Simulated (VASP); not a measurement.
## Cl (relaxed from the simple-cubic structure, space group Pm-3m): computed properties

Calculation: PBEsol GGA, VASP's PBE PAW potentials (set 64) (plane waves; VASP).

```yaml
space_group: Pm-3m (221)
cell: a = b = c = 2.7834 Å, α = β = γ = 90.00°
volume_per_atom: 21.56 Å³/atom
band gap (over mesh and band path): none (metal, semimetal or under 0.01 eV)
density: 2.73 g/cm³
```

```
CELL_PARAMETERS angstrom
      2.78342     0.00000     0.00000
      0.00000     2.78342     0.00000
      0.00000     0.00000     2.78342
ATOMIC_POSITIONS crystal
  Cl 0.00000 0.00000 0.00000
```

The structure was generated: Cl was put into the simple-cubic type (Pm-3m), which need not be its known phase. It was relaxed first, which changed the volume by -10 %. Symmetry was kept, so distortions that lower it aren't found.
